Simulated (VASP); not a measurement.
Given:

```yaml
crystal:
  lattice:
    - [-1.63862, 1.63862, 5.56337]
    - [1.63862, -1.63862, 5.56337]
    - [1.63862, 1.63862, -5.56337]
  atoms:
    - { symbol: V, position: [0.74927, 0.74927, 0.00000], spin: 0.1 }
    - { symbol: V, position: [0.49927, 0.99927, 0.50000], spin: 0.1 }
    - { symbol: Ge, position: [0.16673, 0.16673, 0.00000] }
    - { symbol: Ge, position: [0.91673, 0.41673, 0.50000] }
```

Method: PBEsol GGA, VASP's PBE PAW potentials (set 64) (plane waves; VASP). Run with 400 eV cut-off, 15×15×15 Γ-centred mesh, tetrahedra with Blöchl corrections, potentials V_sv Ge_d.

The cores are frozen, which limits the accuracy of field gradients.

Question: Give the principal components of the electric field gradient (V/Å²) and the asymmetry η at each nucleus.

Answer: 
```tsv
atom	Vxx	Vyy	Vzz	η
V1	-10.9	-2.7	13.5	0.60
V2	-10.9	-2.7	13.5	0.60
Ge3	19.6	18.7	-38.3	0.02
Ge4	19.6	18.7	-38.3	0.02
```

The structure was generated: VGe was put into the NbAs type (I4_1md), which need not be its known phase. It was relaxed first.
